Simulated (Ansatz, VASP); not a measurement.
## One calculation of BiAs, two programs

```
Bi As
1.0
     0.00000    2.67827    2.67827
     2.67827    0.00000    2.67827
     2.67827    2.67827    0.00000
Bi As
1 1
Direct
  0.00000 0.00000 0.00000
  0.50000 0.50000 0.50000
```

Change from the starting cell: volume scaled by 0.7, PAW files.

Alike in both runs: task single point; functional PBE; k mesh 13 × 13 × 13; occupations fermi-dirac, width 0.05 eV; no spin polarisation.

|  | VASP | Ansatz |
| --- | --- | --- |
| version | VASP 6.6.1 | Ansatz 0.2.0 |
| potentials or method | VASP PAW PBE potentials, release 64 (Bi_d, As) | PAW with Ansatz's default frozen-core files, scalar-relativistic |
| plane-wave cutoff (eV) | 520 | 420 |
| valence electrons in the cell | 20 | 30 |

```tsv
	VASP	Ansatz	Ansatz less VASP
pressure (GPa)	49.4	49.0	-0.36
```

The two sets of potentials don't hold the same shells in valence.

Caveats: so large a pressure means that the cell lies far from this level's equilibrium, or that cutoff or potentials fall short (VASP).
